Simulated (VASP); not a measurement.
Set up this calculation in VASP 6.6.1, as the native input.

```
Task                   : single point
Functional             : PBE
Dispersion             : D3(BJ)
Potentials or basis    : VASP PAW PBE potentials, release 64 (B, Sb, N)
Cutoff                 : 520 eV
k mesh                 : 9 × 9 × 4
Occupations            : gaussian, width 0.1 eV
Spin                   : no spin polarisation
Dipole correction      : no
Further INCAR settings : ALGO = Normal; EDIFF = 1e-06; NBANDS = 16
```

The structure of B2SbN lies in POSCAR:

```
B2SbN
1.0
    2.8712256491      0.0000000000      0.0000000000
   -1.4356128245      2.4865543521      0.0000000000
    0.0000000000      0.0000000000      7.6527936508
B Sb N
2 1 1
Direct
    0.3333333333      0.6666666667      0.0000000000
    0.6666666667      0.3333333333      0.0000000000
    0.0000000000      0.0000000000      0.5000000000
    0.0000000000      0.0000000000      0.0000000000
```

The cell comes from a database or a generator and needn't be the stable form of this composition.

These files were run (other wordings do the same):

INCAR

```
PREC = Accurate
ENCUT = 520
EDIFF = 1E-6
ISMEAR = 0
SIGMA = 0.1
LREAL = False
LASPH = True
NELM = 100
ALGO = Normal
ISIF = 2
LWAVE = False
LCHARG = False
GGA = PE
IVDW = 12
NBANDS = 16
```

KPOINTS

```
Automatic mesh
0
Gamma
  9 9 4
```

Potentials or basis: VASP PAW PBE potentials, release 64 (B, Sb, N).

Launch:

```console
$ cat potpaw_PBE.64/B/POTCAR potpaw_PBE.64/Sb/POTCAR potpaw_PBE.64/N/POTCAR > POTCAR
$ mpirun -np 1 vasp_std > vasp.out
```

Results of the run:

* Pressure: 27.2 GPa
* Band gap on the k mesh: none (metal or under the smearing width)
* Dispersion energy per atom: -0.229 eV

Caveat: so large a pressure means that the cell lies far from this level's equilibrium, or that cutoff or potentials fall short.

Run time: 26 s on 1 thread of Intel(R) Xeon(R) Platinum 8488C (Sapphire Rapids), on a shared host, peak memory 0.2 GiB.
